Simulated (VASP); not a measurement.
Here is the system:

```
CoSi2
1.0
    0.00000     2.70264     2.70264
    2.70264     0.00000     2.70264
    2.70264     2.70264     0.00000
Co Si
1 2
Cartesian
  0.00000   0.00000   0.00000
  4.05396   4.05396   4.05396
  1.35132   1.35132   1.35132
```

Computed with PBE GGA, VASP's PBE PAW potentials (set 64) (plane waves; VASP). Settings: 300 eV cut-off, 9×9×9 Γ-centred mesh, Fermi-Dirac smearing of 0.14 eV, potentials Co Si.

At this cut-off the stress carries a Pulay error, which pulls relaxed volumes low.

Question: What does the run give for the energy per atom (σ→0), pressure, band gap (on the k-mesh) with the smallest direct gap where there is one?

Answer: 
| Quantity | Value |
|---|---|
| band gap (on the k-mesh) | none (metal, semimetal or under 0.01 eV) |
| energy per atom (σ→0) | -6.423 eV/atom |
| pressure | -4.38 GPa |

The structure comes from a computed database's CoSi2 entry; how it stands against other phases isn't given here. The cell was not relaxed at this level. The run is not spin-polarised, so no magnetic state was tried. The electron count is odd and the run is not spin-polarised, which forces a metal.
